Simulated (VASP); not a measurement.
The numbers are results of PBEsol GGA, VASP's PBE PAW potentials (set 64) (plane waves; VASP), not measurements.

VASP input:

KPOINTS:
```
Automatic mesh
0
Gamma
10 10 10
0 0 0
```

**INCAR**
```
! general
SYSTEM  = GaSb
PREC    = Accurate
ENCUT   = 500
LREAL   = .False.
LASPH   = .True.

! electronic loop
EDIFF   = 1E-6
NELM    = 100
ALGO    = Normal
LMAXMIX = 4

! smearing
ISMEAR  = 1
SIGMA   = 0.1

! functional
GGA     = PS

! ions
IBRION  = 2
NSW     = 40
ISIF    = 3
EDIFFG  = -0.02

! output
LWAVE   = .False.
LCHARG  = .False.
```

### POSCAR
```
GaSb
1
    0.0000000000     3.0544226436     3.0544226436
    3.0544226436     0.0000000000     3.0544226436
    3.0544226436     3.0544226436     0.0000000000
Ga Sb
1 1
Direct
  0.0000000000   0.0000000000   0.0000000000
  0.2500000000   0.2500000000   0.2500000000
```

POTCAR, in this order: Ga_d Sb (PBE.64 set). Program: vasp_std.

Output

### OSZICAR
```
       N       E                     dE             d eps       ncg     rms          rms(c)
DAV:   1     0.740416708907E+02    0.74042E+02   -0.86654E+03  1246   0.161E+03
DAV:   2    -0.304437382875E+01   -0.77086E+02   -0.75036E+02  1375   0.302E+02
DAV:   3    -0.816236992880E+01   -0.51180E+01   -0.50683E+01  1507   0.696E+01
DAV:   4    -0.825184139608E+01   -0.89471E-01   -0.89421E-01  1464   0.103E+01
DAV:   5    -0.825401374066E+01   -0.21723E-02   -0.21723E-02  1609   0.134E+00    0.314E+00
DAV:   6    -0.817962897475E+01    0.74385E-01   -0.98470E-02  1605   0.610E+00    0.186E+00
DAV:   7    -0.815303110658E+01    0.26598E-01   -0.51379E-02  1457   0.230E+00    0.365E-01
DAV:   8    -0.815305155893E+01   -0.20452E-04   -0.52398E-03  1621   0.106E+00    0.955E-02
DAV:   9    -0.815332673301E+01   -0.27517E-03   -0.47806E-04  1345   0.192E-01    0.360E-02
DAV:  10    -0.815332399809E+01    0.27349E-05   -0.20422E-05  1531   0.405E-02    0.905E-03
DAV:  11    -0.815333464772E+01   -0.10650E-04   -0.13519E-05  1312   0.290E-02    0.360E-03
DAV:  12    -0.815333488700E+01   -0.23928E-06   -0.45841E-07   991   0.718E-03
   1 F= -.81533349E+01 E0= -.81533296E+01  d E =-.815333E+01
       N       E                     dE             d eps       ncg     rms          rms(c)
DAV:   1    -0.815547327452E+01   -0.21386E-02   -0.28531E-02  1597   0.312E+00    0.259E-01
DAV:   2    -0.815385674450E+01    0.16165E-02   -0.31927E-03  1552   0.116E+00    0.119E-01
DAV:   3    -0.815345579263E+01    0.40095E-03   -0.50074E-04  1617   0.395E-01    0.266E-02
DAV:   4    -0.815341248935E+01    0.43303E-04   -0.50301E-05  1477   0.110E-01    0.866E-03
DAV:   5    -0.815340873008E+01    0.37593E-05   -0.30961E-06  1275   0.236E-02    0.251E-03
DAV:   6    -0.815340856375E+01    0.16633E-06   -0.50336E-07   626   0.135E-02
   2 F= -.81534086E+01 E0= -.81534095E+01  d E =-.736768E-04
```

OUTCAR:
```
------------------------ aborting loop because EDIFF is reached ----------------------------------------
  FORCE on cell =-STRESS in cart. coord.  units (eV):
  Direction    XX          YY          ZZ          XY          YZ          ZX
  --------------------------------------------------------------------------------------
  Total       -0.0180438     -0.0180438     -0.0180438      0.0000000      0.0000000     -0.0000000
  in kB       -0.5054036     -0.5054036     -0.5054036      0.0000000      0.0000000     -0.0000000
  external PRESSURE =      -0.5054036 kB  Pullay stress =       0.0000000 kB
  volume of cell :       57.20
      direct lattice vectors                 reciprocal lattice vectors
    -0.000000000  3.058136506  3.058136506    -0.163498261  0.163498261  0.163498261
     3.058136506  0.000000000  3.058136506     0.163498261 -0.163498261  0.163498261
     3.058136506  3.058136506 -0.000000000     0.163498261  0.163498261 -0.163498261
  FREE ENERGIE OF THE ION-ELECTRON SYSTEM (eV)
  ---------------------------------------------------
  free  energy   TOTEN  =        -8.1534085638 eV

  energy  without entropy=       -8.1534114906  energy(sigma->0) =       -8.15340954

 reached required accuracy - stopping structural energy minimisation
```
(Selected blocks of OUTCAR.)

CONTCAR:
```
GaSb
   1.00000000000000
    -0.0000000000000000    3.0581365060633012    3.0581365060633012
     3.0581365060633012    0.0000000000000000    3.0581365060633012
     3.0581365060633012    3.0581365060633012   -0.0000000000000000
  Ga              Sb
     1     1
Direct
     0.0000000000000000    0.0000000000000000    0.0000000000000000
     0.2500000000000000    0.2500000000000000    0.2500000000000000
```

The compound is GaSb in the zinc blende structure. This run relaxes it. Symmetry was kept, so distortions that lower it aren't found.
